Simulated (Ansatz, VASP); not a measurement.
# Zn3SbP: VASP beside Ansatz, part 2 of 2

Wanted: the spread between two codes on one cell, functional and k mesh. The cell is invented: As first built, before any earlier steps moved the atoms: it takes the Ca3SbP structure with some of its atoms replaced by other elements, volume scaled by an estimate. It may not be a known or stable phase. The cell is taken from a series of runs on this material, whose earlier steps may have relaxed or scaled it; both programs get it as it stands.

VASP 6.6.1 and Ansatz 0.2.0.

So far. Step 2 (Ansatz: electric field gradients, PBE): The run ends at a pressure of 0.10 GPa.

### Step 3. VASP: electric field gradients, PBE

Level of this step: PBE; plane waves and PAW (Sb_d_GW, Zn_sv_GW, P_GW); invented cell (VASP).

The same cell, functional, mesh and smearing now go to VASP, with its own data sets and cutoff.

Lines of VASP's logs that name or quote its potential files are left out, and so is its time.

INCAR

```
SYSTEM = Zn3SbP
PREC = Accurate
ENCUT = 650
EDIFF = 1E-06
NELM = 100
ISMEAR = -1
SIGMA = 0.05
LREAL = .FALSE.
ALGO = Normal
GGA = PE
NBANDS = 49
LORBIT = 11
LWAVE = .FALSE.
LCHARG = .FALSE.
KPAR = 2
ISIF = 2
LEFG = .TRUE.
LASPH = .TRUE.
```

POSCAR

```
Zn3SbP
1.0
    4.7122531492      0.0000000000      0.0000000000
    0.0000000000      4.7122531492      0.0000000000
    0.0000000000      0.0000000000      4.7122531492
Sb Zn P
1 3 1
Direct
    0.0000000000      0.0000000000      0.0000000000
    0.0000000000      0.5000000000      0.5000000000
    0.5000000000      0.0000000000      0.5000000000
    0.5000000000      0.5000000000      0.0000000000
    0.5000000000      0.5000000000      0.5000000000
```

KPOINTS

```
Automatic mesh
0
Gamma
5 5 5
0 0 0
```

PAW data sets: Sb_d_GW, Zn_sv_GW and P_GW (PBE family, release 64).

On the command line:

```
> mpirun -np 2 vasp_std
```

Numbers of over 12 decimals in the logs are rounded to 6 here.

Output:

```text
[banner, memory and clock lines left out]
running    2 mpi-ranks, on    1 nodes
 distrk:  each k-point on    1 cores,    2 groups
 distr:  one band on    1 cores,    1 groups

 POSCAR found type information on POSCAR SbZnP
 POSCAR found :  3 types and       5 ions
 LDA part: xc-table for (Slater+PW92), standard interpolation
 POSCAR, INCAR and KPOINTS ok, starting setup
 FFT: planning ... GRIDC
 FFT: planning ... GRID_SOFT
 FFT: planning ... GRID
 WAVECAR not read
 entering main loop
       N       E                     dE             d eps       ncg     rms          rms(c)
DAV:   1     0.174416273415E+04    0.17442E+04   -0.43071E+04  1580   0.139E+04
DAV:   2     0.369010568662E+03   -0.13752E+04   -0.13136E+04  1899   0.265E+03
DAV:   3     0.289445129782E+02   -0.34007E+03   -0.31875E+03  1950   0.111E+03
DAV:   4    -0.720229918418E+01   -0.36147E+02   -0.34854E+02  1928   0.373E+02
DAV:   5    -0.117730676445E+02   -0.45708E+01   -0.45072E+01  1940   0.195E+02    0.423E+00
DAV:   6    -0.115133183725E+02    0.25975E+00   -0.81699E+00  1960   0.167E+02    0.214E+00
DAV:   7    -0.115159540145E+02   -0.26356E-02   -0.17764E+00  1822   0.618E+01    0.105E+00
DAV:   8    -0.115203244121E+02   -0.43704E-02   -0.16485E-01  1960   0.173E+01    0.669E-01
DAV:   9    -0.115221047827E+02   -0.17804E-02   -0.29353E-02  1958   0.592E+00    0.166E-01
DAV:  10    -0.115226801300E+02   -0.57535E-03   -0.47002E-03  1952   0.230E+00    0.449E-02
DAV:  11    -0.115227542172E+02   -0.74087E-04   -0.93504E-04  1958   0.844E-01    0.200E-02
DAV:  12    -0.115227648049E+02   -0.10588E-04   -0.19828E-04  1960   0.419E-01    0.573E-03
DAV:  13    -0.115227678811E+02   -0.30762E-05   -0.45257E-05  1672   0.154E-01    0.239E-03
DAV:  14    -0.115227691285E+02   -0.12474E-05   -0.11330E-05  1440   0.915E-02    0.130E-03
DAV:  15    -0.115227696861E+02   -0.55760E-06   -0.22378E-06   976   0.451E-02
ion   1
     0.0000000     0.0000000    -0.0000000     0.0000000     0.0000000     0.0000000
     0.0000576     0.0000000    -0.0000000     0.0000000     0.0000000     0.0000000
     0.0000793     0.0000000    -0.0000000     0.0000000     0.0000000     0.0000000
     0.0001092     0.0000000    -0.0000000     0.0000000     0.0000000     0.0000000
     0.0001504     0.0000000    -0.0000000     0.0000000     0.0000000     0.0000000

     0.0000000     0.0000000     0.0000000     0.0000000     0.0000000     0.0000000
     0.0000576     0.0000000     0.0000000     0.0000000     0.0000000     0.0000000
     0.0000793     0.0000000     0.0000000     0.0000000     0.0000000     0.0000000
     0.0001092     0.0000000     0.0000000     0.0000000     0.0000000     0.0000000
     0.0001504     0.0000000     0.0000000     0.0000000     0.0000000     0.0000000

ion   2
     0.0000000     0.0000000    -0.0000000     0.9149302     0.0000000    -1.5847056
     0.0000468     0.0000000    -0.0000000     0.9149302     0.0000000    -1.5847055
     0.0000645     0.0000000    -0.0000000     0.9149302     0.0000000    -1.5847055
     0.0000888     0.0000000    -0.0000000     0.9149301     0.0000000    -1.5847054
     0.0001223     0.0000000    -0.0000000     0.9149301     0.0000000    -1.5847053

     0.0000000    -0.0000000    -0.0000000   -29.9417319     0.0000000    51.8606009
     0.0000468    -0.0000000    -0.0000000   -29.9403578     0.0000000    51.8582208
     0.0000645    -0.0000000    -0.0000000   -29.9395449     0.0000000    51.8568130
     0.0000888    -0.0000000    -0.0000000   -29.9382020     0.0000000    51.8544869
     0.0001223    -0.0000000    -0.0000000   -29.9359939     0.0000000    51.8506624

ion   3
     0.0000000    -0.0000000     0.0000000     0.9149302    -0.0000000     1.5847056
     0.0000468    -0.0000000     0.0000000     0.9149302    -0.0000000     1.5847055
     0.0000645    -0.0000000     0.0000000     0.9149302    -0.0000000     1.5847055
     0.0000888    -0.0000000     0.0000000     0.9149301    -0.0000000     1.5847054
     0.0001223    -0.0000000     0.0000000     0.9149301    -0.0000000     1.5847053

     0.0000000     0.0000000     0.0000000   -29.9417319     0.0000000   -51.8606009
     0.0000468     0.0000000     0.0000000   -29.9403578     0.0000000   -51.8582208
     0.0000645     0.0000000     0.0000000   -29.9395449     0.0000000   -51.8568130
     0.0000888     0.0000000     0.0000000   -29.9382020     0.0000000   -51.8544869
     0.0001223     0.0000000     0.0000000   -29.9359939     0.0000000   -51.8506624

ion   4
     0.0000000    -0.0000000    -0.0000000    -1.8298604    -0.0000000     0.0000000
     0.0000468    -0.0000000    -0.0000000    -1.8298603    -0.0000000     0.0000000
     0.0000645    -0.0000000    -0.0000000    -1.8298603    -0.0000000     0.0000000
     0.0000888    -0.0000000    -0.0000000    -1.8298602    -0.0000000     0.0000000
     0.0001223    -0.0000000    -0.0000000    -1.8298601    -0.0000000     0.0000000

     0.0000000    -0.0000000    -0.0000000    59.8834638    -0.0000000     0.0000000
     0.0000468    -0.0000000    -0.0000000    59.8807155    -0.0000000     0.0000000
     0.0000645    -0.0000000    -0.0000000    59.8790899    -0.0000000     0.0000000
     0.0000888    -0.0000000    -0.0000000    59.8764040    -0.0000000     0.0000000
     0.0001223    -0.0000000    -0.0000000    59.8719878    -0.0000000     0.0000000

ion   5
     0.0000000    -0.0000000    -0.0000000     0.0000000     0.0000000    -0.0000000
     0.0000365    -0.0000000    -0.0000000     0.0000000     0.0000000    -0.0000000
     0.0000503    -0.0000000    -0.0000000     0.0000000     0.0000000    -0.0000000
     0.0000692    -0.0000000    -0.0000000     0.0000000     0.0000000    -0.0000000
     0.0000953    -0.0000000    -0.0000000     0.0000000     0.0000000    -0.0000000

     0.0000000    -0.0000000    -0.0000000     0.0000000     0.0000000    -0.0000000
     0.0000365    -0.0000000    -0.0000000     0.0000000     0.0000000    -0.0000000
     0.0000503    -0.0000000    -0.0000000     0.0000000     0.0000000    -0.0000000
     0.0000692    -0.0000000    -0.0000000     0.0000000     0.0000000    -0.0000000
     0.0000953    -0.0000000    -0.0000000     0.0000000     0.0000000    -0.0000000

   1 F= -.11522770E+02 E0= -.11500661E+02  d E =-.442164E-01
```

OUTCAR, selected parts (step 3):

```text
ion  position               nearest neighbor table
   1  0.000  0.000  0.000-
   2  0.000  0.500  0.500-   5 2.36   5 2.36
   3  0.500  0.000  0.500-   5 2.36   5 2.36
   4  0.500  0.500  0.000-   5 2.36   5 2.36
   5  0.500  0.500  0.500-   2 2.36   3 2.36   4 2.36   4 2.36   3 2.36   2 2.36

  LATTYP: Found a simple cubic cell.
 ALAT       =     4.7122531492

 Subroutine GETGRP returns: Found 48 space group operations
 (whereof 48 operations were pure point group operations)

The static configuration has the point symmetry O_h .

 Found     10 irreducible k-points:

   k-points           NKPTS =     10   k-points in BZ     NKDIM =     10   number of bands    NBANDS=     49

   dimension x,y,z NGX =    40 NGY =   40 NGZ =   40
   dimension x,y,z NGXF=    80 NGYF=   80 NGZF=   80

   ENCUT  =  650.0 eV  47.77 Ry    6.91 a.u.   9.80  9.80  9.80*2*pi/ulx,y,z

   NELECT =      80.0000    total number of electrons

 k-points in reciprocal lattice and weights: Automatic mesh
   0.00000000  0.00000000  0.00000000       0.008
   0.20000000  0.00000000  0.00000000       0.048
   0.40000000  0.00000000  0.00000000       0.048
   0.20000000  0.20000000  0.00000000       0.096
   0.40000000  0.20000000  0.00000000       0.192
   0.40000000  0.40000000  0.00000000       0.096
   0.20000000  0.20000000  0.20000000       0.064
   0.40000000  0.20000000  0.20000000       0.192
   0.40000000  0.40000000  0.20000000       0.192
   0.40000000  0.40000000  0.40000000       0.064

 average (electrostatic) potential at core
       1 -81.2538       2 -79.1173       3 -79.1173       4 -79.1173       5 -75.5559

 E-fermi :   4.5165

 k-point     1 :       0.0000    0.0000    0.0000
  band No.  band energies     occupation
    ...
     35       0.2708      2.00000
     36       0.2708      2.00000
     37       0.2708      2.00000
     38       3.1462      2.00000
     39       3.1462      2.00000
     40       4.6096      0.26884
     41       4.6096      0.26884
     42       4.6096      0.26884
     43       5.2970      0.00000
     44       9.8182      0.00000
    ...

 k-point     2 :       0.2000    0.0000    0.0000
  band No.  band energies     occupation
    ...
     37       0.5023      2.00000
     38       2.9423      2.00000
     39       3.2827      2.00000
     40       4.4375      1.65814
     41       4.4375      1.65814
     42       4.7877      0.00878
     43       6.9715      0.00000
     44       8.3916      0.00000
     45       8.9032      0.00000
     46       8.9032      0.00000
    ...

 k-point     3 :       0.4000    0.0000    0.0000
  band No.  band energies     occupation
    ...
     37       0.9381      2.00000
     38       1.8523      2.00000
     39       3.5636      2.00000
     40       4.0015      1.99993
     41       4.0015      1.99993
     42       7.1185      0.00000
     43       7.4680      0.00000
     44       8.6032      0.00000
     45       8.8530      0.00000
     46       8.8530      0.00000
    ...

  Total       -0.3498894     -0.3498894     -0.3498894      0.0000000     -0.0000000      0.0000000
  in kB       -5.3574172     -5.3574172     -5.3574172      0.0000000     -0.0000000      0.0000000
  external PRESSURE =      -5.3574172 kB  Pullay stress =       0.0000000 kB

  energy-cutoff  :      650.00
  volume of cell :      104.64
      direct lattice vectors                 reciprocal lattice vectors
     4.712253149  0.000000000  0.000000000     0.212212708  0.000000000  0.000000000
     0.000000000  4.712253149  0.000000000     0.000000000  0.212212708  0.000000000
     0.000000000  0.000000000  4.712253149     0.000000000  0.000000000  0.212212708

 POSITION                                       TOTAL-FORCE (eV/Angst)
 -----------------------------------------------------------------------------------
      0.00000      0.00000      0.00000         0.000000      0.000000      0.000000
      0.00000      2.35613      2.35613         0.000000      0.000000      0.000000
      2.35613      0.00000      2.35613         0.000000      0.000000      0.000000
      2.35613      2.35613      0.00000         0.000000      0.000000      0.000000
      2.35613      2.35613      2.35613         0.000000      0.000000      0.000000
 -----------------------------------------------------------------------------------
    total drift:                               -0.000000     -0.000000     -0.000000

  FREE ENERGIE OF THE ION-ELECTRON SYSTEM (eV)
  ---------------------------------------------------
  free  energy   TOTEN  =       -11.5227696861 eV

  energy  without entropy=      -11.4785532566  energy(sigma->0) =      -11.50066147

 Electric field gradients after diagonalization (V/A^2)
 (convention: |V_zz| > |V_xx| > |V_yy|)
----------------------------------------------------------------------
 ion       V_xx      V_yy      V_zz     asymmetry (V_yy - V_xx)/ V_zz
----------------------------------------------------------------------
   1      -0.000     0.000    -0.000      -1.624
   2      36.672    36.672   -73.345       0.000
   3      36.672    36.672   -73.345       0.000
   4      36.672    36.672   -73.345       0.000
   5      -0.000     0.000     0.000       0.541
----------------------------------------------------------------------

 total charge
# of ion       s       p       d       f       tot
--------------------------------------------------
    1        1.317   1.358   9.961   0.003  12.639
    2        2.345   6.137   9.434   0.002  17.918
    3        2.345   6.137   9.434   0.002  17.918
    4        2.345   6.137   9.434   0.002  17.918
    5        1.152   1.682   0.091   0.000   2.925
--------------------------------------------------
tot          9.505  21.450  38.354   0.009  69.318

[... 3 further parts left out ...]
```

The run ends at a pressure of -0.54 GPa.

### Step 4. Comparison

Known differences besides the PAW data sets themselves: the data sets hold 56 valence electrons in Ansatz (default PAW (the set named soft_2) files) and 80 in VASP; the cutoff is 420 eV in Ansatz and 650 eV in VASP; Ansatz adds the response of the frozen cores to the gradients, VASP leaves it out. Total energies have different zeros and are not compared.

Both answers:

| quantity | Ansatz | VASP | difference |
| --- | --- | --- | --- |
| pressure (GPa) | 0.10 | -0.54 | +0.63 |
| Vzz at Zn2 (V/Å²) | -72.9 | -73.3 | +0.4 |
| Vzz at Zn3 (V/Å²) | -72.9 | -73.3 | +0.4 |
| Vzz at Zn4 (V/Å²) | -72.9 | -73.3 | +0.4 |

Ansatz's pressure holds a Pulay correction of 0.06 GPa; VASP's holds none.

### Step 5. What moves the difference

How far does this hang on the set-up? Further runs change one program's set-up at a time, as the table lists.

| run | difference in Vzz at Zn2 (V/Å²) |
| --- | --- |
| as above | 0.41 |
| VASP with the data sets Sb, Zn and P_h and a cutoff of 630 eV | 8.2 |

### Step 6. Summary of results

```yaml
difference_in_vzz_at_zn2_electric_field_gradients_pbe: 0.41 V/Å²
difference_in_pressure_electric_field_gradients_pbe: 0.63 GPa
```

The difference in pressure is 0.63 GPa (electric field gradients, PBE), within the 1 GPa picked in this series as the mark of a large difference. For electric field gradients, PBE: no further run halves the difference in Vzz at Zn2 (one raises it to 8.2 V/Å²). Differences of this kind measure data sets and numerical settings, not the functional's error against experiment.

[Lines on the potential files, build, host, timing and source positions are cut from VASP's logs without a mark.]

[Logs are printed without paths, hosts, clocks, repeated set-up lines and the standing remarks that a program may print on its own settings, such as how far it seeks lower states.]

[Hosts, paths, dates, database ids (printed as entryN), source tags and the programs' standing remarks are cut or masked in the printed files.]
